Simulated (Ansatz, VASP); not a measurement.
## CuAs3: VASP beside Ansatz

One calculation is typed for both programs; each brings its own data sets. How far apart do they land? The cell is generated by rule, not measured, and may not be a known phase. The cell is taken from a series of runs on this material, whose earlier steps may have relaxed, scaled, displaced or heated it; both programs get it as it stands.

Method: plane waves, with VASP 6.6.1 beside it; zone-centre phonons at PBEsol, in Ansatz 0.2.0.

The structure was built from a prototype and need not be the compound's stable phase.

## (1) The structure

Symmetry: I-4m2, No. 119, tetragonal system. The conventional cell has a = 5.170 Å, b = 5.170 Å, c = 5.229 Å, α = 90.00°, β = 90.00°, γ = 90.00°. As has 4 As at 2.48 to 2.75 Å and 2 Cu at 2.59 Å nearest. As has 4 As at 2.59 Å and 2 Cu at 2.61 Å nearest. Nearest to Cu lie 6 As at 2.59 to 2.61 Å. Farther neighbours are not listed.

Coordinates:

```xyz
4
Lattice="-2.5852 2.5852 2.6146 2.5852 -2.5852 2.6146 2.5852 2.5852 -2.6146" Properties=species:S:1:pos:R:3 pbc="T T T"
As    0.0000    2.5852    0.0670
As    0.0000    0.0000    2.6146
As    0.0000    2.5852    2.5476
Cu    0.0000    0.0000    0.0000
```

## (2) VASP: zone-centre phonons, PBEsol

Second derivatives magnify differences that forces hide, and they need a tight electronic threshold.

Lines of VASP's logs that name or quote its potential files are left out, and so is its time.

Input file INCAR:

```
SYSTEM = CuAs3
PREC = Accurate
ENCUT = 600
EDIFF = 1E-08
NELM = 120
ISMEAR = 1
SIGMA = 0.15
LREAL = .FALSE.
ALGO = Normal
GGA = PS
NBANDS = 19
LASPH = .TRUE.
LORBIT = 11
LWAVE = .FALSE.
LCHARG = .FALSE.
ISIF = 2
IBRION = 8
GGA_COMPAT = .FALSE.
KPAR = 2
```

Input file POSCAR:

```
CuAs3
1.0
   -2.5851859607      2.5851859607      2.6145549288
    2.5851859607     -2.5851859607      2.6145549288
    2.5851859607      2.5851859607     -2.6145549288
As Cu
3 1
Direct
    0.5128094591      0.0128094591      0.5000000000
    0.5000000000      0.5000000000      0.0000000000
    0.9871905409      0.4871905409      0.5000000000
    0.0000000000      0.0000000000      0.0000000000
```

Input file KPOINTS:

```
Automatic mesh
0
Gamma
10 10 10
0 0 0
```

PAW data sets: As and Cu (PBE family, release 64).

Run with:

```console
> mpirun -np 2 vasp_std
```

Numbers of over 12 decimals in the logs are rounded to 6 here.

The log of the run:

```text
[banner, memory and clock lines left out]
running    2 mpi-ranks, on    1 nodes
 distrk:  each k-point on    1 cores,    2 groups
 distr:  one band on    1 cores,    1 groups

 POSCAR found type information on POSCAR AsCu
 POSCAR found :  2 types and       4 ions
|                                                                             |
|               ----> ADVICE to this user running VASP <----                  |
|                                                                             |
|     You enforced a specific xc type in the INCAR file but a different       |
|     [... a line on the potential file left out ...]
|     I HOPE YOU KNOW WHAT YOU ARE DOING!                                     |
|                                                                             |

 LDA part: xc-table for (Slater+PW92), standard interpolation
 POSCAR, INCAR and KPOINTS ok, starting setup
 FFT: planning ... GRIDC
 FFT: planning ... GRID_SOFT
 FFT: planning ... GRID
 WAVECAR not read
 entering main loop
       N       E                     dE             d eps       ncg     rms          rms(c)
DAV:   1     0.161608777835E+03    0.16161E+03   -0.12314E+04  3904   0.161E+03
DAV:   2    -0.548716420664E+01   -0.16710E+03   -0.16041E+03  4024   0.310E+02
DAV:   3    -0.205539063745E+02   -0.15067E+02   -0.14493E+02  5330   0.934E+01
DAV:   4    -0.210770346020E+02   -0.52313E+00   -0.51809E+00  5292   0.149E+01
DAV:   5    -0.210859085866E+02   -0.88740E-02   -0.88660E-02  4971   0.208E+00    0.154E+01
DAV:   6    -0.257087604290E+02   -0.46229E+01   -0.13918E+02  4531   0.232E+02    0.141E+01
DAV:   7    -0.195583956493E+02    0.61504E+01   -0.15251E+01  4865   0.109E+02    0.532E+00
DAV:   8    -0.190174531710E+02    0.54094E+00   -0.36893E+00  5111   0.518E+01    0.140E+00
DAV:   9    -0.190528138615E+02   -0.35361E-01   -0.55853E-01  5736   0.101E+01    0.513E-01
DAV:  10    -0.190506837792E+02    0.21301E-02   -0.43469E-02  4594   0.591E+00    0.302E-01
DAV:  11    -0.190495570068E+02    0.11268E-02   -0.22259E-02  4803   0.448E+00    0.262E-01
DAV:  12    -0.190487316782E+02    0.82533E-03   -0.28480E-03  5941   0.123E+00    0.123E-01
DAV:  13    -0.190485087053E+02    0.22297E-03   -0.47232E-04  5949   0.505E-01    0.601E-02
DAV:  14    -0.190484588765E+02    0.49829E-04   -0.24278E-04  5666   0.372E-01    0.845E-03
DAV:  15    -0.190484604592E+02   -0.15828E-05   -0.22050E-05  4417   0.330E-02    0.874E-03
DAV:  16    -0.190484587408E+02    0.17184E-05   -0.31878E-06  5325   0.485E-02    0.194E-03
DAV:  17    -0.190484585125E+02    0.22832E-06   -0.11238E-06  5907   0.193E-02    0.193E-03
DAV:  18    -0.190484584547E+02    0.57783E-07   -0.20932E-07  5153   0.122E-02    0.516E-04
DAV:  19    -0.190484584722E+02   -0.17469E-07   -0.42166E-08  4501   0.461E-03    0.174E-04
DAV:  20    -0.190484584744E+02   -0.22460E-08   -0.43070E-09  2418   0.134E-03
   1 F= -.19048458E+02 E0= -.19048336E+02  d E =-.368035E-03
 Linear response reoptimize wavefunctions to high precision
DAV:   1    -0.190484584762E+02   -0.17578E-08   -0.31604E-09  2843   0.966E-04
DAV:   2    -0.190484584762E+02   -0.43883E-10   -0.74108E-10  2352   0.240E-04
 Linear response DOF=           7
 Linear response progress:
  Degree of freedom:   1/  7
       N       E                     dE             d eps       ncg     rms          rms(c)
RMM:   1    -0.462021904694E-01   -0.46202E-01    0.62056E-02 27849   0.111E+00
RMM:   2    -0.447484789591E-01    0.14537E-02   -0.30398E-03 15988   0.425E-01    0.963E-02
RMM:   3    -0.449296124852E-01   -0.18113E-03   -0.63825E-04 18347   0.136E-01    0.533E-02
RMM:   4    -0.450873815620E-01   -0.15777E-03   -0.49441E-05 18616   0.397E-02    0.610E-03
RMM:   5    -0.451124978257E-01   -0.25116E-04   -0.41483E-06 18756   0.105E-02    0.204E-03
RMM:   6    -0.451080885449E-01    0.44093E-05   -0.39946E-07 17169   0.418E-03    0.110E-03
RMM:   7    -0.451068207387E-01    0.12678E-05   -0.56491E-08 16500   0.243E-03    0.645E-04
RMM:   8    -0.451053726260E-01    0.14481E-05   -0.25481E-08 18892   0.947E-04    0.935E-05
RMM:   9    -0.451057808034E-01   -0.40818E-06   -0.57542E-09 19101   0.276E-04    0.234E-05
RMM:  10    -0.451056013437E-01    0.17946E-06   -0.30816E-10 19388   0.827E-05    0.513E-06
RMM:  11    -0.451055749460E-01    0.26398E-07   -0.28754E-11 19474   0.285E-05    0.157E-06
RMM:  12    -0.451055742910E-01    0.65504E-09    0.92637E-11 19393   0.135E-05    0.775E-07
 first order change of Fermi-energy  -0.76668E-06
 force on displaced ion       1 direction 1 :  -1.176  -0.000  -0.001
 Linear response progress:
  Degree of freedom:   2/  7
       N       E                     dE             d eps       ncg     rms          rms(c)
RMM:   1    -0.461766395543E-01   -0.46177E-01    0.58572E-02 23998   0.155E+00
RMM:   2    -0.443135703799E-01    0.18631E-02   -0.46609E-03 15887   0.651E-01    0.600E-02
RMM:   3    -0.445773824857E-01   -0.26381E-03   -0.13799E-03 18290   0.204E-01    0.281E-02
RMM:   4    -0.446122888505E-01   -0.34906E-04   -0.90759E-05 18338   0.627E-02    0.760E-03
RMM:   5    -0.446160813175E-01   -0.37925E-05   -0.81507E-06 18863   0.182E-02    0.244E-03
RMM:   6    -0.446094779189E-01    0.66034E-05   -0.72357E-07 18759   0.538E-03    0.803E-04
RMM:   7    -0.446096688016E-01   -0.19088E-06   -0.87625E-08 16975   0.247E-03    0.558E-04
[...]
RMM:   5    -0.445160268511E-01   -0.22782E-04   -0.21791E-05  9185   0.700E-02    0.944E-03
RMM:   6    -0.445411776482E-01   -0.25151E-04   -0.78037E-06 10203   0.248E-02    0.185E-03
RMM:   7    -0.445356307259E-01    0.55469E-05   -0.22039E-06 11405   0.781E-03    0.891E-04
RMM:   8    -0.445343944629E-01    0.12363E-05   -0.12285E-07 10655   0.239E-03    0.255E-04
RMM:   9    -0.445347053793E-01   -0.31092E-06   -0.26978E-08 11497   0.948E-04    0.117E-04
RMM:  10    -0.445347366155E-01   -0.31236E-07   -0.20284E-09 11658   0.248E-04    0.324E-05
RMM:  11    -0.445346742668E-01    0.62349E-07   -0.93511E-10 11688   0.795E-05    0.137E-05
RMM:  12    -0.445345880376E-01    0.86229E-07   -0.15064E-09 10959   0.409E-05    0.609E-06
RMM:  13    -0.445345943648E-01   -0.63272E-08   -0.94174E-10 11159   0.226E-05    0.187E-06
 first order change of Fermi-energy  -0.98120E-01
 force on displaced ion       1 direction 3 :   0.000   0.000  -3.872
 Linear response progress:
  Degree of freedom:   4/  7
       N       E                     dE             d eps       ncg     rms          rms(c)
RMM:   1    -0.460833472015E-01   -0.46083E-01    0.61976E-02 28029   0.109E+00
RMM:   2    -0.446641453287E-01    0.14192E-02   -0.29363E-03 16096   0.419E-01    0.962E-02
RMM:   3    -0.448396992148E-01   -0.17555E-03   -0.61479E-04 18375   0.133E-01    0.535E-02
RMM:   4    -0.449982627530E-01   -0.15856E-03   -0.47175E-05 18633   0.392E-02    0.585E-03
RMM:   5    -0.450224876439E-01   -0.24225E-04   -0.40264E-06 18815   0.102E-02    0.196E-03
RMM:   6    -0.450182773735E-01    0.42103E-05   -0.34020E-07 17187   0.392E-03    0.103E-03
RMM:   7    -0.450169627511E-01    0.13146E-05   -0.61453E-08 16529   0.235E-03    0.588E-04
RMM:   8    -0.450156134830E-01    0.13493E-05   -0.21462E-08 18542   0.949E-04    0.927E-05
RMM:   9    -0.450159928553E-01   -0.37937E-06   -0.18390E-09 19140   0.291E-04    0.251E-05
RMM:  10    -0.450158588510E-01    0.13400E-06   -0.88445E-11 19300   0.887E-05    0.442E-06
RMM:  11    -0.450158544163E-01    0.44347E-08    0.27579E-10 19447   0.294E-05    0.212E-06
 first order change of Fermi-energy   0.76781E-05
 force on displaced ion       2 direction 1 :  -0.762  -0.000   0.000
 Linear response progress:
  Degree of freedom:   5/  7
       N       E                     dE             d eps       ncg     rms          rms(c)
RMM:   1    -0.460273920048E-01   -0.46027E-01    0.56119E-02 14531   0.152E+00
RMM:   2    -0.441493078729E-01    0.18781E-02   -0.46078E-03  9664   0.627E-01    0.570E-02
RMM:   3    -0.443960363193E-01   -0.24673E-03   -0.13286E-03 10995   0.200E-01    0.267E-02
RMM:   4    -0.444237442625E-01   -0.27708E-04   -0.92976E-05 11135   0.613E-02    0.730E-03
RMM:   5    -0.444252888579E-01   -0.15446E-05   -0.86582E-06 11437   0.176E-02    0.243E-03
RMM:   6    -0.444191608831E-01    0.61280E-05   -0.80975E-07 11466   0.486E-03    0.670E-04
RMM:   7    -0.444196391761E-01   -0.47829E-06   -0.87557E-08 11529   0.147E-03    0.207E-04
RMM:   8    -0.444198391127E-01   -0.19994E-06   -0.41097E-08 10584   0.522E-04    0.844E-05
RMM:   9    -0.444197417390E-01    0.97374E-07   -0.35561E-08 10333   0.280E-04    0.520E-05
RMM:  10    -0.444193792452E-01    0.36249E-06   -0.36200E-08 11721   0.105E-04    0.105E-05
RMM:  11    -0.444193179712E-01    0.61274E-07   -0.35228E-08 11881   0.303E-05    0.221E-06
RMM:  12    -0.444193153912E-01    0.25800E-08   -0.33893E-08 11803   0.148E-05    0.110E-06
 first order change of Fermi-energy   0.15940E-03
 force on displaced ion       2 direction 3 :  -0.000   0.000  -2.444
 Linear response progress:
  Degree of freedom:   6/  7
       N       E                     dE             d eps       ncg     rms          rms(c)
RMM:   1    -0.244341225890E+00   -0.24434E+00   -0.12654E-01 15926   0.397E+00
RMM:   2    -0.242211484544E+00    0.21297E-02   -0.57205E-03 14299   0.105E+00    0.116E-01
RMM:   3    -0.242493027069E+00   -0.28154E-03   -0.12721E-03 16772   0.260E-01    0.726E-02
RMM:   4    -0.242843925168E+00   -0.35090E-03   -0.30421E-04 16888   0.124E-01    0.132E-02
RMM:   5    -0.242792175493E+00    0.51750E-04   -0.16239E-05 17385   0.273E-02    0.561E-03
RMM:   6    -0.242780580690E+00    0.11595E-04   -0.18988E-06 17982   0.959E-03    0.148E-03
RMM:   7    -0.242775022566E+00    0.55581E-05   -0.24084E-07 16468   0.433E-03    0.775E-04
RMM:   8    -0.242771641489E+00    0.33811E-05   -0.31661E-08 15936   0.237E-03    0.216E-04
RMM:   9    -0.242768314592E+00    0.33269E-05   -0.20753E-08 18876   0.772E-04    0.739E-05
RMM:  10    -0.242767593663E+00    0.72093E-06   -0.23933E-09 18603   0.199E-04    0.579E-05
RMM:  11    -0.242766634263E+00    0.95940E-06   -0.11235E-09 18400   0.779E-05    0.730E-06
RMM:  12    -0.242766660945E+00   -0.26682E-07   -0.12255E-09 18678   0.459E-05    0.408E-06
RMM:  13    -0.242766627929E+00    0.33016E-07   -0.10156E-09 17683   0.226E-05    0.851E-07
RMM:  14    -0.242766631163E+00   -0.32344E-08   -0.10392E-09 18303   0.154E-05    0.261E-07
 first order change of Fermi-energy  -0.23114E-04
 force on displaced ion       4 direction 1 :  -3.869  -0.000  -0.000
 Linear response progress:
  Degree of freedom:   7/  7
       N       E                     dE             d eps       ncg     rms          rms(c)
RMM:   1    -0.244220283637E+00   -0.24422E+00   -0.12575E-01  9647   0.396E+00
RMM:   2    -0.242289630525E+00    0.19307E-02   -0.57945E-03  8670   0.104E+00    0.117E-01
RMM:   3    -0.242547030059E+00   -0.25740E-03   -0.12354E-03 10091   0.257E-01    0.734E-02
RMM:   4    -0.242886129578E+00   -0.33910E-03   -0.31152E-04 10142   0.124E-01    0.135E-02
RMM:   5    -0.242831338347E+00    0.54791E-04   -0.16392E-05 10473   0.276E-02    0.561E-03
RMM:   6    -0.242819479026E+00    0.11859E-04   -0.17338E-06 10610   0.979E-03    0.175E-03
RMM:   7    -0.242815272608E+00    0.42064E-05   -0.34272E-07  9752   0.560E-03    0.983E-04
RMM:   8    -0.242809036717E+00    0.62359E-05   -0.50705E-08  9875   0.260E-03    0.208E-04
RMM:   9    -0.242805692526E+00    0.33442E-05   -0.22419E-08 11363   0.811E-04    0.793E-05
RMM:  10    -0.242804912441E+00    0.78009E-06    0.22132E-10 10181   0.255E-04    0.480E-05
RMM:  11    -0.242804001215E+00    0.91123E-06   -0.13638E-09 10863   0.122E-04    0.907E-06
RMM:  12    -0.242804006284E+00   -0.50689E-08   -0.10352E-09 10973   0.515E-05    0.172E-06
 first order change of Fermi-energy   0.39906E-04
 force on displaced ion       4 direction 3 :   0.000  -0.000  -3.348
 Linear response finished
```

[end of part 1 of 2]

[Lines on the potential files, build, host, timing and source positions are cut from VASP's logs without a mark.]

[Logs are printed without paths, hosts, clocks, repeated set-up lines and the standing remarks that a program may print on its own settings, such as how far it seeks lower states.]

[Hosts, paths, dates, database ids (printed as entryN), source tags and the programs' standing remarks are cut or masked in the printed files.]
